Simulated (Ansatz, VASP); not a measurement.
## Ir (Iridium): VASP beside Ansatz

Wanted: the spread between two codes on one cell, functional and k mesh. The cell is taken from a series of runs on this material, whose earlier steps may have relaxed, scaled, displaced or heated it; both programs get it as it stands.

Method: plane waves, with VASP 6.6.1 beside it; relaxation of cell and atoms at PBE, in Ansatz 0.2.0.

## 1. Starting point

Symmetry: Fm-3m, No. 225, cubic system. Conventional cell: a = 3.876 Å, b = 3.876 Å, c = 3.876 Å, α = 90.00°, β = 90.00°, γ = 90.00°. Nearest to Ir lie 12 Ir at 2.74 Å.

## 2. VASP: relaxation of cell and atoms, PBE

The relaxed volume is the usual yardstick between codes: in a stiff, nearly cubic crystal its relative difference is about their pressure difference at one cell divided by the bulk modulus.

Lines of VASP's logs that name or quote its potential files are left out, and so is its time.

The input, INCAR:

```
SYSTEM = Ir
PREC = Accurate
ENCUT = 500
EDIFF = 1E-07
NELM = 120
ISMEAR = 0
SIGMA = 0.1
LREAL = .FALSE.
ALGO = Normal
GGA = PE
NBANDS = 10
LASPH = .TRUE.
LORBIT = 11
LWAVE = .FALSE.
LCHARG = .FALSE.
ISIF = 3
IBRION = 2
NSW = 80
EDIFFG = -0.005
GGA_COMPAT = .FALSE.
NELMIN = 4
```

The input, POSCAR:

```
Ir
1.0
    0.0000000000      1.9380600000      1.9380600000
    1.9380600000      0.0000000000      1.9380600000
    1.9380600000      1.9380600000      0.0000000000
Ir
1
Direct
    0.0000000000      0.0000000000      0.0000000000
```

The input, KPOINTS:

```
Automatic mesh
0
Gamma
14 14 14
0 0 0
```

PAW data sets: Ir (PBE family, release 64).

Started as:

```sh
$ mpirun -np 1 vasp_std
```

Numbers of over 12 decimals in the logs are rounded to 6 here.

The program printed:

```text
[banner, memory and clock lines left out]
running    1 mpi-ranks, on    1 nodes
 distrk:  each k-point on    1 cores,    1 groups
 distr:  one band on    1 cores,    1 groups

 POSCAR found type information on POSCAR Ir
 POSCAR found :  1 types and       1 ions
 LDA part: xc-table for (Slater+PW92), standard interpolation
 POSCAR, INCAR and KPOINTS ok, starting setup
 FFT: planning ... GRIDC
 FFT: planning ... GRID_SOFT
 FFT: planning ... GRID
 WAVECAR not read
 entering main loop
       N       E                     dE             d eps       ncg     rms          rms(c)
DAV:   1     0.437480693854E+02    0.43748E+02   -0.42805E+03  2144   0.794E+02
DAV:   2    -0.855335801885E+01   -0.52301E+02   -0.48914E+02  2140   0.189E+02
DAV:   3    -0.940732288631E+01   -0.85396E+00   -0.85136E+00  2454   0.291E+01
DAV:   4    -0.941551280068E+01   -0.81899E-02   -0.81885E-02  2364   0.262E+00
DAV:   5    -0.941567684835E+01   -0.16405E-03   -0.16405E-03  2380   0.365E-01    0.141E+01
DAV:   6    -0.893161684701E+01    0.48406E+00   -0.88481E-01  2328   0.115E+01    0.566E+00
DAV:   7    -0.884918006265E+01    0.82437E-01   -0.26168E-01  2472   0.572E+00    0.152E+00
DAV:   8    -0.884698998501E+01    0.21901E-02   -0.20062E-03  2256   0.459E-01    0.119E+00
DAV:   9    -0.884322414675E+01    0.37658E-02   -0.24044E-03  2334   0.680E-01    0.244E-02
DAV:  10    -0.884322733306E+01   -0.31863E-05   -0.15080E-05  2882   0.388E-02    0.235E-02
DAV:  11    -0.884322932878E+01   -0.19957E-05   -0.11335E-06  2274   0.111E-02    0.158E-03
DAV:  12    -0.884322931287E+01    0.15907E-07   -0.12276E-08  1380   0.108E-03
   1 F= -.88432293E+01 E0= -.88391659E+01  d E =-.884323E+01
 curvature:   0.00 expect dE= 0.000E+00 dE for cont linesearch  0.000E+00
 trial: gam= 0.00000 g(F)=  0.000E+00 g(S)=  0.773E-03 ort = 0.000E+00 (trialstep = 0.100E+01)
 search vector abs. value=  0.773E-03
 bond charge predicted
       N       E                     dE             d eps       ncg     rms          rms(c)
DAV:   1    -0.884797649830E+01   -0.47472E-02   -0.18703E-01  2266   0.615E+00    0.679E-01
DAV:   2    -0.884275581426E+01    0.52207E-02   -0.11755E-02  2290   0.133E+00    0.226E-01
DAV:   3    -0.884222880736E+01    0.52701E-03   -0.21159E-03  2532   0.498E-01    0.763E-02
DAV:   4    -0.884224138833E+01   -0.12581E-04   -0.64336E-05  2408   0.770E-02    0.573E-03
DAV:   5    -0.884224133601E+01    0.52313E-07   -0.10381E-06  2410   0.110E-02    0.258E-03
DAV:   6    -0.884224174025E+01   -0.40424E-06   -0.17132E-07  2290   0.297E-03    0.326E-04
DAV:   7    -0.884224173671E+01    0.35476E-08   -0.48610E-09  1098   0.538E-04
   2 F= -.88422417E+01 E0= -.88382184E+01  d E =0.987576E-03
 trial-energy change:    0.000988  1 .order    0.001017   -0.000773    0.002806
 step:   0.2244(harm=  0.2160)  dis= 0.00000  next Energy=    -8.843316 (dE=-0.871E-04)
 bond charge predicted
       N       E                     dE             d eps       ncg     rms          rms(c)
DAV:   1    -0.884678878215E+01   -0.45470E-02   -0.11242E-01  2258   0.477E+00    0.502E-01
DAV:   2    -0.884364089907E+01    0.31479E-02   -0.72555E-03  2282   0.104E+00    0.184E-01
DAV:   3    -0.884331837799E+01    0.32252E-03   -0.12659E-03  2544   0.383E-01    0.663E-02
DAV:   4    -0.884331861747E+01   -0.23948E-06   -0.34629E-05  2404   0.580E-02    0.552E-03
DAV:   5    -0.884331895112E+01   -0.33366E-06   -0.94070E-07  2720   0.729E-03    0.173E-03
DAV:   6    -0.884331905442E+01   -0.10330E-06   -0.26031E-08  1306   0.163E-03    0.120E-04
DAV:   7    -0.884331905117E+01    0.32448E-08   -0.14833E-09  1070   0.421E-04
   3 F= -.88433191E+01 E0= -.88392646E+01  d E =-.897383E-04
 curvature:  -0.11 expect dE=-0.235E-07 dE for cont linesearch -0.235E-07
 trial: gam= 0.00000 g(F)=  0.220E-64 g(S)=  0.218E-06 ort =-0.130E-04 (trialstep = 0.845E+00)
 search vector abs. value=  0.218E-06
 reached required accuracy - stopping structural energy minimisation
```

From OUTCAR (step 2):

```text
ion  position               nearest neighbor table
   1  0.000  0.000  0.000-

  LATTYP: Found a face centered cubic cell.
 ALAT       =     3.8761200000

 Subroutine GETGRP returns: Found 48 space group operations
 (whereof 48 operations were pure point group operations)

The static configuration has the point symmetry O_h .

 Found    104 irreducible k-points:

   k-points           NKPTS =    104   k-points in BZ     NKDIM =    104   number of bands    NBANDS=     10

   dimension x,y,z NGX =    20 NGY =   20 NGZ =   20
   dimension x,y,z NGXF=    40 NGYF=   40 NGZF=   40

   ENCUT  =  500.0 eV  36.75 Ry    6.06 a.u.   5.00  5.00  5.00*2*pi/ulx,y,z

   NELECT =       9.0000    total number of electrons

 k-points in reciprocal lattice and weights: Automatic mesh
   0.00000000  0.00000000  0.00000000       0.000
   0.07142857  0.00000000  0.00000000       0.003
   0.14285714  0.00000000  0.00000000       0.003
   0.21428571  0.00000000  0.00000000       0.003
   0.28571429  0.00000000  0.00000000       0.003
   0.35714286  0.00000000  0.00000000       0.003
   0.42857143  0.00000000  0.00000000       0.003
   0.50000000  0.00000000  0.00000000       0.001
   0.07142857  0.07142857  0.00000000       0.002
[...]
-0.28571429  0.42857143  0.21428571       0.009
  -0.28571429  0.50000000  0.21428571       0.004

 average (electrostatic) potential at core
       1 -49.0928

 E-fermi :   9.8523

 k-point     1 :       0.0000    0.0000    0.0000
  band No.  band energies     occupation
    ...
      2       6.2218      2.00000
      3       6.2218      2.00000
      4       6.2218      2.00000
      5       8.7996      2.00000
      6       8.7996      2.00000
      7      24.3299      0.00000
      8      29.7599      0.00000
      9      29.7599      0.00000
     10      29.7599      0.00000

 k-point     2 :       0.0714    0.0000    0.0000
  band No.  band energies     occupation
    ...
      2       6.1079      2.00000
      3       6.3155      2.00000
      4       6.3155      2.00000
      5       8.7413      2.00000
      6       8.7413      2.00000
      7      24.7030      0.00000
      8      28.6389      0.00000
      9      30.1172      0.00000
     10      30.1172      0.00000

 k-point     3 :       0.1429    0.0000    0.0000
  band No.  band energies     occupation
    ...
      2       5.8470      2.00000
      3       6.5334      2.00000
      4       6.5334      2.00000
      5       8.6509      2.00000
      6       8.6509      2.00000
      7      25.6478      0.00000
      8      26.6927      0.00000
      9      31.1331      0.00000
     10      31.1331      0.00000

  Total        0.0012269      0.0012269      0.0012269      0.0000000     -0.0000000     -0.0000000
  in kB        0.1353402      0.1353402      0.1353402      0.0000000     -0.0000000     -0.0000000
  external PRESSURE =       0.1353402 kB  Pullay stress =       0.0000000 kB

  energy-cutoff  :      500.00
  volume of cell :       14.52
      direct lattice vectors                 reciprocal lattice vectors
    -0.000000000  1.936526510  1.936526510    -0.258194245  0.258194245  0.258194245
     1.936526510  0.000000000  1.936526510     0.258194245 -0.258194245  0.258194245
     1.936526510  1.936526510  0.000000000     0.258194245  0.258194245 -0.258194245

 POSITION                                       TOTAL-FORCE (eV/Angst)
 -----------------------------------------------------------------------------------
      0.00000      0.00000      0.00000        -0.000000      0.000000      0.000000
 -----------------------------------------------------------------------------------
    total drift:                                0.000000      0.000000      0.000000

  FREE ENERGIE OF THE ION-ELECTRON SYSTEM (eV)
  ---------------------------------------------------
  free  energy   TOTEN  =        -8.8433190512 eV

  energy  without entropy=       -8.8352101286  energy(sigma->0) =       -8.83926459

 reached required accuracy - stopping structural energy minimisation

 total charge
# of ion       s       p       d       tot
------------------------------------------
    1        0.660   0.706   6.944   8.310

[... 3 further parts left out ...]
```

## 3. Ansatz: relaxation of cell and atoms, PBE

Ansatz runs on its default PAW (the set named soft_2) files.

The same cell, functional, mesh and smearing now go to Ansatz, which takes its cutoff from its data sets.

The input, input.yaml:

```yaml
crystal:
  lattice:
    - [0.0, 1.938059643, 1.938059643]
    - [1.938059643, 0.0, 1.938059643]
    - [1.938059643, 1.938059643, 0.0]
  atoms:
    - { symbol: Ir, position: [0.0, 0.0, 0.0] }
kpoints:
  mp_grid: { grid: [14, 14, 14] }
hamiltonian:
  xc: pbe
scf:
  occupations: { method: gaussian, width: 0.1 }
output:
  forces: true
  stress: true
  eigenvalues: true
relax:
  adjacent_minimum: "off"
  f_tol: 0.005
  max_steps: 80
  cell: { stress_tol: 0.05 }
```

Started as:

```sh
$ ansatz run input.yaml --threads 4 --pin off --max-ram 10240MiB --backend cpu --events-out ev --progress --plain --runs-dir out
```

The program printed:

```text
Engine: ansatz 0.2.0, x86_64-unknown-linux-gnu
Pseudopotentials: kind: paw
Pseudopotential: Ir, paw, valence charge 17, recommended cutoff 420 eV (normal), Ir.paw.azcp
Functional definition: PBE
  parameter kappa = 0.804
  parameter beta = 0.066725
  exchange = pbe_x(kappa = kappa, mu = beta*pi^2/3)
  correlation = pbe_c(beta = beta)
Crystal: 1 atoms, lattice volume = 14.559 Å³
Basis set: ecut = 420 eV, 283 PW (Γ), exchange–correlation on 40×40×40 points (8 copies of the dense FFT grid, shifted against one another)
Bands: 13, of which v1, the nominal top of the filled ones, is band 9 counted from 1 (8 counted from 0)
Symmetry: 48 space group operations
Space group: Fm-3m (ITA 225), of the structure as read, at distance tolerance 2.4e-5 Å
k-points: 104 of 2744
Non-local potential: Ir, projectors of the file, l = 0: 3, l = 1: 2, l = 2: 2, l = 3: 1
PAW form: soft (Blöchl's): semilocal exchange-correlation on the pseudo side does not see the compensation charge
PAW one-centre angular grid: Ir, 590 points (default); XC on 64 Gauss nodes
Initial density: superposition of atomic densities (neutral atoms: chi_scale 0, normalization atom), corrected by the library's trained network
Initial wavefunctions: pseudopotential atomic-orbital guess
Functional: x = pbe(κ = 0.804, μ = 0.219515), c = pbe(β = 0.066725)
SCF iter   1: F=—  HF=-11935.301731 eV  |F-HF|=—  |Δ(HF+E_count)|=         —  Δρ=3.90e-3  dr2=2.84e-4  ethr=1.77e-3  ⟨swp⟩=5.0  Hψ=6776  notcnv=0
preconditioner: auto → none  [metal: Δε(μ)=0.005 eV  Ē_g=13.889 eV  σ=0.100 eV  W_gap=0.03  n_scr=0 (ndim 8)  ℏωp=29.2 eV  f_vac=0.000  D(μ)=1.62/eV (n_scr^D=14)]
SCF iter   2: F=—  HF=-11935.302441 eV  |F-HF|=—  |Δ(HF+E_count)|=   7.10e-4  Δρ=2.02e-3  dr2=8.00e-5  ethr=1.67e-6  ⟨swp⟩=2.7  Hψ=2925  notcnv=0
SCF iter   3: F=—  HF=-11935.302752 eV  |F-HF|=—  |Δ(HF+E_count)|=   3.12e-4  Δρ=2.53e-4  dr2=8.23e-6  ethr=4.71e-7  ⟨swp⟩=2.0  Hψ=1781  notcnv=0
SCF iter   4: F=—  HF=-11935.302750 eV  |F-HF|=—  |Δ(HF+E_count)|=   2.55e-6  Δρ=8.78e-5  dr2=7.17e-7  ethr=4.84e-8  ⟨swp⟩=2.5  Hψ=1731  notcnv=0
iter 5 did not close the SCF: its close was put off for the readings that it lacked (scf_convergence_deferred on its scf_iter line)
SCF iter   5: F=-11935.302750 eV  HF=-11935.302750 eV  |F-HF|=3.92e-8  |Δ(HF+E_count)|=   1.72e-7  Δρ=2.90e-5  dr2=7.83e-8  ethr=4.22e-9  ⟨swp⟩=1.2  Hψ=1340  notcnv=0
SCF iter   6: F=-11935.302750 eV  HF=-11935.302750 eV  |F-HF|=6.29e-10  |Δ(HF+E_count)|=   1.80e-8  Δρ=3.22e-6  dr2=9.88e-10  ethr=4.60e-10  ⟨swp⟩=3.5  Hψ=4951  notcnv=0
SCF 1 converged in 6 iterations: F = -11935.302750 eV  dr2 = 9.88e-10
  greatest PAW one-centre occupation: 1.000 electrons in one spin orbital (limit 2), on the Ir atom at site 0 (counted from 0), in its partial waves of l = 0
relax step   1: F+E_penalty+E_count = -11935.30274961 eV  Δ(F+E_penalty+E_count) = +0.000e0 eV  max|allowed force component| = 0.000e0 eV/Å  Δτ_max = 0.0000 Å  P = -1.264 GPa  Ω = 14.559 Å³  (6 SCF iters, dr2 threshold 1.00e-7 eV, accepted)
[...]
relax step   2: F+E_penalty+E_count = -11935.30226970 eV  Δ(F+E_penalty+E_count) = +4.799e-4 eV  max|allowed force component| = 0.000e0 eV/Å  Δτ_max = 0.0000 Å  P = +2.462 GPa  Ω = 14.405 Å³  energy of the carried Pulay correction = +7.764e-5 eV  (4 SCF iters, dr2 threshold 1.00e-7 eV, rejected (line search))
[...]
relax step   3: F+E_penalty+E_count = -11935.30298794 eV  Δ(F+E_penalty+E_count) = -2.383e-4 eV  max|allowed force component| = 0.000e0 eV/Å  Δτ_max = 0.0000 Å  P = -0.018 GPa  Ω = 14.506 Å³  energy of the carried Pulay correction = +2.643e-5 eV  (5 SCF iters, accepted)
[...]
relax step   4: F+E_penalty+E_count = -11935.30295294 eV  Δ(F+E_penalty+E_count) = +3.500e-5 eV  max|allowed force component| = 0.000e0 eV/Å  Δτ_max = 0.0000 Å  P = -0.013 GPa  Ω = 14.506 Å³  stress off target by 1.34e-2 GPa  SCF on the basis re-selected at this cell (its energy is not comparable with the rows above)  (4 SCF iters)
basis re-selected at this cell: Δ(F+E_penalty+E_count) = +3.500e-5 eV, ΔP = +0.005 GPa vs the last step (what re-selecting the basis moved, of the pressure what is left beyond the Pulay correction that the steps carried, after the strain that the cell walked since its last selection, with what the two solves' SCF thresholds leave and, on support functions, any second-order correction that the steps lacked; it is no measure of the basis error at this ecutwfc). This SCF's stress stands 1.34e-2 GPa from its target on what of the cell is left free (relax.cell.stress_tol is 5.00e-2 GPa) and its largest allowed force component is 0.00e0 eV/Å (relax.f_tol is 5.00e-3 eV/Å): [rest of the remark cut]
SCF converged after 4 iterations
Free energy (F): -11935.302953 eV
Harris-Foulkes:  -11935.302953 eV  (|F-HF|=3.64e-12)
Internal energy: -11935.294886 eV  (E = F + TS)
E sigma→0 (E₀):  -11935.298919 eV
Entropy (-TS):   -0.008067 eV (-8.067 meV/atom)
Fermi energy:    24.921623 eV
--- Per-component energies (eV) ---
  E_band       = -94.138676
  E_kinetic    = 622.392547
  E_local      = -1092.356784  (includes V_loc(G=0)·N_el)
  E_nonlocal   = 72.524736
  E_hartree    = 417.481710
  E_xc         = -267.825238
  E_vxc        = -299.906952  (∫ρ·V_xc dr)
  E_paw        = -9223.321200  (= ΣΔE_a)
  E_vpaw       = -231.755730  (= ΣTr[D̂ρ^β])
  E_aug_tail   = 0.000054  (compensation charges beyond the density's cutoff)
  E_ewald      = -2464.190711
  E_smearing   = -0.008067  (= −TS)
  E_closure    = 0.000000  (closes the sum)
  Σ components = -11935.302953   (vs F -11935.302953, Δ=0.00e0)
--- Forces (eV/Å), atoms counted from 1 ---
  atom   1  Ir    -0.00000000     0.00000000    -0.00000000
  max |Σ_I F_I| component: 7.40e-32 eV/Å
--- Stress (GPa, compression-positive) ---
       -0.013439      -0.000000      -0.000000
       -0.000000      -0.013439      -0.000000
       -0.000000      -0.000000      -0.013439
  P = ⅓ Tr σ = -0.0134 GPa (-0.134 kbar)
--- Band table (eV; the first three rows and the last of 104) ---
  k-point 0: bands = [... 5 lower, 21.2800, 21.2800, 21.2800, 23.8690, 23.8690, 38.6978, 44.0706, 44.0706]
  k-point 1: bands = [... 5 lower, 21.1644, 21.3737, 21.3737, 23.8096, 23.8096, 39.0751, 43.0783, 44.4359]
  k-point 2: bands = [... 5 lower, 20.9001, 21.5913, 21.5913, 23.7167, 23.7167, 40.0307, 41.2920, 45.4824]
  k-point 103: bands = [... 5 lower, 19.7021, 21.0116, 23.4539, 26.4522, 32.9913, 32.9978, 34.6404, 38.0230]
--- Relaxed structure (3 steps of the walk, 2 accepted, 1 SCFs on fresh bases) ---
  F+E_penalty+E_count = -11935.30295294 eV   max|allowed force component| = 0.000e0 eV/Å   (the final SCF, on the basis selected at the relaxed cell)
  cell:  # Å, volume = 14.5062 Å³
    - [0, 1.935716, 1.935716]
    - [1.935716, 0, 1.935716]
    - [1.935716, 1.935716, 0]
  atoms:
    - { symbol: Ir, position: [0.0, 0.0, 0.0] }
```

In the SCF lines HF is the Harris–Foulkes energy and dr2 the Hartree energy of the density residual, in eV; the loop may stop once dr2 is under the threshold and the program's other checks hold. Hψ counts applications of the Hamiltonian.

## 4. Side by side

Known differences besides the potentials themselves: the data sets hold 17 valence electrons in Ansatz (on its default PAW (the set named soft_2) files) and 9 in VASP; the cutoff is 420 eV in Ansatz and 500 eV in VASP; Ansatz adds a Pulay correction to the stress that steers its cell, VASP none. Total energies have different zeros and are not compared.

Both answers:

```
                                         quantity  Ansatz   VASP  difference
                                      volume (Å³)   14.51  14.52     -0.13 %
edge a after relaxation, in the typed setting (Å)   2.737  2.739     -0.04 %
```

## 5. Outcome

| Property | Result |
| --- | --- |
| difference in volume (relaxation of cell and atoms, PBE) | -0.13 % |

What this shows: The difference in volume is -0.13 % (relaxation of cell and atoms, PBE), within the 1.2 % picked in this series as the mark of a large difference, as far as the stopping tolerances let one tell. The data sets hold unlike numbers of valence electrons (17 in Ansatz and 9 in VASP), so part of the differences comes from the potentials. How closely two codes agree says nothing of how well the functional describes the real material.

[Lines on the potential files, build, host, timing and source positions are cut from VASP's logs without a mark.]

[Logs are printed without paths, hosts, clocks, repeated set-up lines and the standing remarks that a program may print on its own settings, such as how far it seeks lower states.]

[Hosts, paths, dates, database ids (printed as entryN), source tags and the programs' standing remarks are cut or masked in the printed files.]
